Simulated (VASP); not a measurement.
Computed with PBEsol GGA, VASP's PBE PAW potentials (set 64) (plane waves; VASP 6.6.1).

Input for VASP

**KPOINTS**
```
Automatic mesh
0
Gamma
23 23 23
0 0 0
```

**INCAR**
```
! general
SYSTEM = N
PREC   = Accurate
ENCUT  = 520
LREAL  = .False.
LASPH  = .True.

! electronic loop
EDIFF  = 1E-7
NELM   = 100
ALGO   = Normal

! smearing
ISMEAR = -5

! functional
GGA    = PS

! ions
ISIF   = 2

! output
LWAVE  = .False.
LCHARG = .True.
LORBIT = 11
NEDOS  = 601
```

File POSCAR:
```
N
1
    0.0000000000     1.5327384760     1.5327384760
    1.5327384760     0.0000000000     1.5327384760
    1.5327384760     1.5327384760     0.0000000000
N
1
Direct
  0.0000000000   0.0000000000   0.0000000000
```

POTCAR, in this order: N (PBE.64 set). Program: vasp_std.

### Question
Estimate the energy per atom (σ→0), band gap (on the k-mesh).

### Answer

| Property | Value |
|---|---|
| energy per atom (σ→0) | -4.315 eV/atom |
| band gap (on the k-mesh) | none (metal, semimetal or under 0.01 eV) |

### OSZICAR
```
...
DAV:   3    -0.432234745968E+01   -0.48445E-01   -0.48301E-01  5238   0.816E+00
DAV:   4    -0.432237807818E+01   -0.30618E-04   -0.30711E-04  6030   0.172E-01
DAV:   5    -0.432237808374E+01   -0.55634E-08   -0.64968E-08  5196   0.175E-03    0.116E+00
DAV:   6    -0.431576159309E+01    0.66165E-02   -0.96414E-03  4602   0.907E-01    0.619E-01
DAV:   7    -0.431452581128E+01    0.12358E-02   -0.60858E-03  4662   0.731E-01    0.131E-01
DAV:   8    -0.431460037138E+01   -0.74560E-04   -0.44148E-05  4656   0.908E-02    0.493E-03
DAV:   9    -0.431460044231E+01   -0.70928E-07   -0.15471E-07  5586   0.487E-03
   1 F= -.43146004E+01 E0= -.43146004E+01  d E =0.000000E+00
```

The structure was generated: N was put into the fcc type (Fm-3m), which need not be its known phase. It was relaxed first, which changed the volume by -5 %.
